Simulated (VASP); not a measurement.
Consider the following.

```
CELL_PARAMETERS angstrom
      0.00000     2.23890     2.23890
      2.23890     0.00000     2.23890
      2.23890     2.23890     0.00000
ATOMIC_POSITIONS crystal
  Nb 0.00000 0.00000 0.00000
  N  0.50000 0.50000 0.50000
```

These are PBE GGA, VASP's PBE PAW potentials (set 64) (plane waves; VASP) values and carry that method's errors. Numerical set-up: 520 eV cut-off, 13×13×13 Γ-centred mesh, first-order Methfessel-Paxton smearing of 0.10 eV, potentials Nb_sv N.

Q: What does the run give for the energy per atom (σ→0), pressure, band gap (on the k-mesh) with the smallest direct gap where there is one?

A: 
| Quantity | Result |
|---|---|
| band gap (on the k-mesh) | none (metal, semimetal or under 0.01 eV) |
| energy per atom (σ→0) | -10.255 eV/atom |
| pressure | -11.40 GPa |

Total energies compare only between runs with the same potentials, cut-off and functional.

The compound is NbN in the rock salt structure, the cubic δ form, which competes with hexagonal ones. The cell was not relaxed at this level. VASP warned that the highest band is occupied, so more bands are needed.
